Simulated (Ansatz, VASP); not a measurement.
# Cross-check of SnSe between VASP and Ansatz

Aim: how closely do two programs agree when they are given the same cell, functional and k mesh?

Main program and level: Ansatz 0.2.0; plane waves, with VASP 6.6.1 beside it; band structure at LDA.

The database entry behind the starting cell differs from later determinations by our own check (a about 1 % short), so it need not match the best structure at ambient conditions.

## Step 1: The structure

Symmetry: Pnma, No. 62, orthorhombic system. Conventional cell: a = 11.370 Å, b = 4.186 Å, c = 4.439 Å, α = 90.00°, β = 90.00°, γ = 90.00°. Nearest to Sn lie 5 Se at 2.72 to 3.34 Å. Se has 5 Sn at 2.72 to 3.34 Å nearest. Farther neighbours and most contacts between anions are not listed.

## Step 2: Ansatz: band structure, LDA

Ansatz runs on its default PAW (the set named soft_2) files.

The same path points are solved in both programs, so levels can be compared one by one.

Contents of input.yaml:

```yaml
crystal:
  lattice:
    - [11.37, 0.0, 0.0]
    - [0.0, 4.186, 0.0]
    - [0.0, 0.0, 4.439]
  atoms:
    - { symbol: Sn, position: [0.1187, 0.25, 0.0988] }
    - { symbol: Sn, position: [0.3813, 0.75, 0.5988] }
    - { symbol: Sn, position: [0.6187, 0.25, 0.4012] }
    - { symbol: Sn, position: [0.8813, 0.75, 0.9012] }
    - { symbol: Se, position: [0.8555, 0.25, 0.4828] }
    - { symbol: Se, position: [0.6445, 0.75, 0.9828] }
    - { symbol: Se, position: [0.3555, 0.25, 0.0172] }
    - { symbol: Se, position: [0.1445, 0.75, 0.5172] }
hamiltonian:
  xc: lda
  pseudopotentials: { kind: paw }
kpoints:
  mp_grid: { grid: [2, 4, 3] }
  band_path:
    path:
      - [0.0, 0.0, 0.0]
      - [0.0, 0.18182, 0.0]
      - [0.0, 0.31818, 0.0]
      - [0.0, 0.40909, 0.0]
      - [0.0, 0.5, 0.09091]
      - [0.0, 0.5, 0.31818]
      - [0.0, 0.5, 0.5]
      - [0.0, 0.27273, 0.5]
      - [0.0, 0.04545, 0.5]
      - [0.0, 0.0, 0.36364]
      - [0.0, 0.0, 0.31818]
      - [0.0, 0.0, 0.13636]
      - [0.04545, 0.0, 0.0]
      - [0.27273, 0.0, 0.0]
      - [0.5, 0.0, 0.0]
      - [0.5, 0.18182, 0.0]
      - [0.5, 0.40909, 0.0]
      - [0.5, 0.5, 0.04545]
      - [0.5, 0.5, 0.27273]
      - [0.5, 0.5, 0.5]
      - [0.5, 0.31818, 0.5]
      - [0.5, 0.09091, 0.5]
      - [0.5, 0.0, 0.40909]
      - [0.5, 0.0, 0.18182]
      - [0.0, 0.0, 0.5]
      - [0.22727, 0.0, 0.5]
      - [0.45455, 0.0, 0.5]
      - [0.36364, 0.5, 0.0]
      - [0.13636, 0.5, 0.0]
      - [0.04545, 0.5, 0.5]
      - [0.27273, 0.5, 0.5]
      - [0.5, 0.5, 0.5]
    npoints: 1
scf:
  occupations: { method: gaussian, width: 0.02 }
  n_extra_bands: 10
output:
  forces: true
  stress: true
  eigenvalues: true
```

Started as:

```sh
$ ansatz run input.yaml --threads 4 --pin off --max-ram 9216MiB --backend cpu --events-out ev --progress --plain --runs-dir out
```

Numbers of over 12 decimals in the logs are rounded to 6 here.

Log:

```text
scf.n_extra_bands = 10 over 60 filled bands (N_el = 120.0): the run solves 70 bands
Engine: ansatz 0.2.0, aarch64-unknown-linux-gnu
Pseudopotentials: kind: paw
Pseudopotential: Sn, paw, valence charge 14, recommended cutoff 420 eV (normal), Sn.paw.azcp
Pseudopotential: Se, paw, valence charge 16, recommended cutoff 420 eV (normal), Se.paw.azcp
Functional definition: SPW92
  exchange = slater_x
  correlation = pw_c
Crystal: 8 atoms, lattice volume = 211.273 Å³
Basis set: ecut = 420 eV, 4127 PW (Γ)
Bands: 70, of which v1, the nominal top of the filled ones, is band 60 counted from 1 (59 counted from 0)
Symmetry: 8 space group operations
Space group: Pnma (ITA 62), of the structure as read, at distance tolerance 6.0e-5 Å
k-points: 12 of 24
Non-local potential: Sn, projectors of the file, l = 0: 2, l = 1: 2, l = 2: 2, l = 3: 2
Non-local potential: Se, projectors of the file, l = 0: 2, l = 1: 2, l = 2: 3, l = 3: 1
PAW form: soft (Blöchl's): semilocal exchange-correlation on the pseudo side does not see the compensation charge
PAW frozen core: Sn, regenerated for the run's functional, and the local potential with it (the file was generated under x = pbe(κ = 0.804, μ = 0.219515), c = pbe(β = 0.066725))
PAW frozen core: Se, regenerated for the run's functional, and the local potential with it (the file was generated under x = pbe(κ = 0.804, μ = 0.219515), c = pbe(β = 0.066725))
PAW one-centre angular grid: Sn, 590 points (default); XC on 64 Gauss nodes
PAW one-centre angular grid: Se, 590 points (default); XC on 64 Gauss nodes
Initial density: superposition of atomic densities (neutral atoms: chi_scale 0, normalization atom), corrected by the library's trained network
Initial wavefunctions: pseudopotential atomic-orbital guess
Functional: x = slater, c = lda
SCF iter   1: F=—  HF=-45054.575697 eV  |F-HF|=—  |Δ(HF+E_count)|=         —  Δρ=5.25e-3  dr2=3.36e-2  ethr=1.77e-3  ⟨swp⟩=7.2  Hψ=3198  notcnv=0  defer=3
preconditioner: auto → Resta (q_TF=auto, 2.483 Å⁻¹)  ε∞=3.0  [insulator: Δε(μ)=0.679 eV  Ē_g=16.262 eV  σ=0.020 eV  W_gap=1.00  n_scr=56 (ndim 8)  ℏωp=22.8 eV  f_vac=0.001  D(μ)=0.00/eV (n_scr^D=0)  ε∞_Penn≈3.0]
SCF iter   2: F=—  HF=-45054.558210 eV  |F-HF|=—  |Δ(HF+E_count)|=   1.75e-2  Δρ=2.62e-3  dr2=7.35e-3  ethr=2.80e-5  ⟨swp⟩=3.1  Hψ=1524  notcnv=0  defer=41
SCF iter   3: F=—  HF=-45054.555766 eV  |F-HF|=—  |Δ(HF+E_count)|=   2.44e-3  Δρ=4.30e-4  dr2=5.30e-4  ethr=6.13e-6  ⟨swp⟩=2.0  Hψ=1358  notcnv=0  defer=41
SCF iter   4: F=—  HF=-45054.555604 eV  |F-HF|=—  |Δ(HF+E_count)|=   1.61e-4  Δρ=1.64e-4  dr2=4.40e-5  ethr=4.41e-7  ⟨swp⟩=2.0  Hψ=1279  notcnv=0  defer=41
SCF iter   5: F=—  HF=-45054.555592 eV  |F-HF|=—  |Δ(HF+E_count)|=   1.22e-5  Δρ=2.55e-5  dr2=1.19e-6  ethr=3.67e-8  ⟨swp⟩=2.0  Hψ=1519  notcnv=0  defer=41
SCF iter   6: F=—  HF=-45054.555591 eV  |F-HF|=—  |Δ(HF+E_count)|=   1.21e-6  Δρ=1.34e-5  dr2=2.81e-7  ethr=8.33e-11  ⟨swp⟩=10.1  Hψ=4518  notcnv=0
SCF iter   7: F=-45054.555591 eV  HF=-45054.555591 eV  |F-HF|=2.97e-8  |Δ(HF+E_count)|=   3.54e-8  Δρ=4.53e-6  dr2=3.47e-8  ethr=8.33e-11  ⟨swp⟩=4.1  Hψ=3048  notcnv=0
SCF 1 converged in 7 iterations: F = -45054.555591 eV  dr2 = 3.47e-8
  greatest PAW one-centre occupation: 1.000 electrons in one spin orbital (limit 2), on the Se atom at site 6 (counted from 0), in its partial waves of l = 2
NSCF: frozen V_eff on 32 k-points
SCF converged after 7 iterations
Free energy (F): -45054.555591 eV
Harris-Foulkes:  -45054.555591 eV  (|F-HF|=2.97e-8)
Internal energy: -45054.555591 eV  (E = F + TS)
E sigma→0 (E₀):  -45054.555591 eV
Fermi energy:    9.164140 eV
--- Per-component energies (eV) ---
  E_band       = -1904.704586
  E_kinetic    = 1223.574667
  E_local      = -13239.100410  (includes V_loc(G=0)·N_el)
  E_nonlocal   = -2470.108402
  E_hartree    = 6960.755692
  E_xc         = -1933.386639
  E_vxc        = -791.162037  (∫ρ·V_xc dr)
  E_paw        = -23276.801584  (= ΣΔE_a)
  E_vpaw       = -549.402496  (= ΣTr[D̂ρ^β])
  E_aug_tail   = -0.002453  (compensation charges beyond the density's cutoff)
  E_ewald      = -12330.055503
  E_core_change = 10.569042  (= ΣΔE_core)
  E_smearing   = -0.000000  (= −TS)
  E_closure    = 0.000000  (closes the sum)
  Σ components = -45054.555591   (vs F -45054.555591, Δ=0.00e0)
--- Forces (eV/Å), atoms counted from 1 ---
  atom   1  Sn    -0.03970458     0.00000000     0.12217644
  atom   2  Sn     0.03970458     0.00000000     0.12217644
  atom   3  Sn    -0.03970458     0.00000000    -0.12217644
  atom   4  Sn     0.03970458     0.00000000    -0.12217644
  atom   5  Se     0.22232701     0.00000000     0.11961531
  atom   6  Se    -0.22232701     0.00000000     0.11961531
  atom   7  Se     0.22232701     0.00000000    -0.11961531
  atom   8  Se    -0.22232701     0.00000000    -0.11961531
  max |Σ_I F_I| component: 2.78e-17 eV/Å
--- Stress (GPa, compression-positive) ---
        0.211808       0.000000       0.000000
        0.000000      -2.861861       0.000000
        0.000000       0.000000      -2.881084
  P = ⅓ Tr σ = -1.8437 GPa (-18.437 kbar)
--- Band table (eV; the first three rows and the last of 12) ---
  k-point 0: bands = [... 56 lower, 7.3015, 7.6978, 8.1334, 8.2913, 9.5096, 11.6120, 11.7863, 11.8331, ... 6 higher]
  k-point 1: bands = [... 56 lower, 7.5590, 8.1543, 8.2819, 8.8183, 9.6368, 10.2017, 10.2369, 10.4162, ... 6 higher]
  k-point 2: bands = [... 56 lower, 7.3559, 7.9706, 8.1318, 8.5204, 9.7270, 9.9449, 11.0582, 11.2539, ... 6 higher]
  k-point 11: bands = [... 56 lower, 7.2937, 7.2937, 7.2937, 7.2937, 11.4263, 11.4263, 11.4263, 11.4263, ... 6 higher]
```

It took 9 s on 4 threads of Arm Neoverse V1, shared host; peak memory 0.67 GiB.

## Step 3: VASP: band structure, LDA

The same cell, functional (in two slightly different forms), mesh and smearing now go to VASP, with its own data sets and cutoff.

Lines of VASP's logs that name or quote its potential files are left out, and so is its time.

Contents of INCAR:

```
SYSTEM = SnSe
PREC = Accurate
ENCUT = 400
EDIFF = 1E-06
NELM = 100
ISMEAR = 0
SIGMA = 0.02
LREAL = .FALSE.
ALGO = Normal
GGA = CA
NBANDS = 61
LORBIT = 11
LWAVE = .FALSE.
LCHARG = .FALSE.
KPAR = 2
NCORE = 4
```

Contents of POSCAR:

```
SnSe
1.0
   11.3700000000      0.0000000000      0.0000000000
    0.0000000000      4.1860000000      0.0000000000
    0.0000000000      0.0000000000      4.4390000000
Sn Se
4 4
Direct
    0.1187000000      0.2500000000      0.0988000000
    0.3813000000      0.7500000000      0.5988000000
    0.6187000000      0.2500000000      0.4012000000
    0.8813000000      0.7500000000      0.9012000000
    0.8555000000      0.2500000000      0.4828000000
    0.6445000000      0.7500000000      0.9828000000
    0.3555000000      0.2500000000      0.0172000000
    0.1445000000      0.7500000000      0.5172000000
```

Contents of KPOINTS:

```
Automatic mesh
0
Gamma
2 4 3
0 0 0
```

Contents of KPOINTS_OPT:

```
Line mode
12
Line-mode
Reciprocal
  0.00000000   0.00000000   0.00000000 GAMMA
  0.00000000   0.50000000   0.00000000 X

  0.00000000   0.50000000   0.00000000 X
  0.00000000   0.50000000   0.50000000 S

  0.00000000   0.50000000   0.50000000 S
  0.00000000   0.00000000   0.50000000 Y

  0.00000000   0.00000000   0.50000000 Y
  0.00000000   0.00000000   0.00000000 GAMMA

  0.00000000   0.00000000   0.00000000 GAMMA
  0.50000000   0.00000000   0.00000000 Z

  0.50000000   0.00000000   0.00000000 Z
  0.50000000   0.50000000   0.00000000 U

  0.50000000   0.50000000   0.00000000 U
  0.50000000   0.50000000   0.50000000 R

  0.50000000   0.50000000   0.50000000 R
  0.50000000   0.00000000   0.50000000 T

  0.50000000   0.00000000   0.50000000 T
  0.50000000   0.00000000   0.00000000 Z

  0.00000000   0.00000000   0.50000000 Y
  0.50000000   0.00000000   0.50000000 T

  0.50000000   0.50000000   0.00000000 U
  0.00000000   0.50000000   0.00000000 X

  0.00000000   0.50000000   0.50000000 S
  0.50000000   0.50000000   0.50000000 R
```

PAW data sets: Sn_d and Se (PBE family, release 64).

Started as:

```sh
$ mpirun -np 8 vasp_std
```

Log:

```text
[banner, memory and clock lines left out]
running    8 mpi-ranks, on    1 nodes
 distrk:  each k-point on    4 cores,    2 groups
 distr:  one band on    4 cores,    1 groups

 POSCAR found type information on POSCAR SnSe
 POSCAR found :  2 types and       8 ions
|                                                                             |
|               ----> ADVICE to this user running VASP <----                  |
|                                                                             |
|     You enforced a specific xc type in the INCAR file but a different       |
|     [... a line on the potential file left out ...]
|     I HOPE YOU KNOW WHAT YOU ARE DOING!                                     |
|                                                                             |

 LDA part: xc-table for (Slater(with rela. corr.)+CA(PZ))
 , standard interpolation
 POSCAR, INCAR and KPOINTS ok, starting setup
 FFT: planning ... GRIDC
 FFT: planning ... GRID_SOFT
 FFT: planning ... GRID
 WAVECAR not read
 entering main loop
       N       E                     dE             d eps       ncg     rms          rms(c)
DAV:   1     0.786360274381E+03    0.78636E+03   -0.30327E+04  1607   0.144E+03
DAV:   2     0.102431981891E+03   -0.68393E+03   -0.64403E+03  1472   0.453E+02
DAV:   3    -0.300689869618E+02   -0.13250E+03   -0.12640E+03  1663   0.163E+02
DAV:   4    -0.387752651989E+02   -0.87063E+01   -0.85978E+01  1712   0.443E+01
DAV:   5    -0.389977699765E+02   -0.22250E+00   -0.22233E+00  1696   0.782E+00    0.633E+00
DAV:   6    -0.382092212070E+02    0.78855E+00   -0.83298E-01  1991   0.587E+00    0.381E+00
DAV:   7    -0.381812612696E+02    0.27960E-01   -0.49583E-01  1979   0.246E+00    0.141E+00
DAV:   8    -0.381726537149E+02    0.86076E-02   -0.40938E-02  1929   0.119E+00    0.368E-01
DAV:   9    -0.381721703231E+02    0.48339E-03   -0.56256E-03  1747   0.442E-01    0.101E-01
DAV:  10    -0.381721203556E+02    0.49967E-04   -0.74473E-04  1932   0.152E-01    0.479E-02
DAV:  11    -0.381721446051E+02   -0.24250E-04   -0.17030E-04  1995   0.640E-02    0.250E-02
DAV:  12    -0.381721286365E+02    0.15969E-04   -0.36717E-05  1972   0.391E-02    0.666E-03
DAV:  13    -0.381721292268E+02   -0.59029E-06   -0.61428E-06  1416   0.817E-03
   1 F= -.38172129E+02 E0= -.38172129E+02  d E =-.512021E-28
 Start KPOINTS_OPT (optional k-point list driver)
k-point batch [1-12\144]
       N       E                     dE             ncg
DAV:   1     0.227252451652E+04   -0.76582E+04     1625
DAV:   2    -0.590895285958E+04   -0.81815E+04     1464
DAV:   3    -0.749377553404E+04   -0.15848E+04     1634
DAV:   4    -0.759951303544E+04   -0.10574E+03     1728
DAV:   5    -0.760228145882E+04   -0.27684E+01     1720
DAV:   6    -0.760237652695E+04   -0.95068E-01     1970
DAV:   7    -0.760237938297E+04   -0.28560E-02     2064
DAV:   8    -0.760237941279E+04   -0.29821E-04     1971
DAV:   9    -0.760237941359E+04   -0.80121E-06     1160
[...]
k-point batch [133-144\144]
       N       E                     dE             ncg
DAV:   1     0.208155185946E+04   -0.25380E+05     1593
DAV:   2    -0.626571376524E+04   -0.83473E+04     1472
DAV:   3    -0.781412909506E+04   -0.15484E+04     1811
DAV:   4    -0.790465802694E+04   -0.90529E+02     1752
DAV:   5    -0.790691709376E+04   -0.22591E+01     1696
DAV:   6    -0.790700513398E+04   -0.88040E-01     2031
DAV:   7    -0.790700721269E+04   -0.20787E-02     1960
DAV:   8    -0.790700724438E+04   -0.31694E-04     2079
DAV:   9    -0.790700724517E+04   -0.78231E-06     1112
```

(Part 1 of 2 ends here.)

[Lines on the potential files, build, host, timing and source positions are cut from VASP's logs without a mark.]

[Logs are printed without paths, hosts, clocks, repeated set-up lines and the standing remarks that a program may print on its own settings, such as how far it seeks lower states.]

[Hosts, paths, dates, database ids (printed as entryN), source tags and the programs' standing remarks are cut or masked in the printed files.]
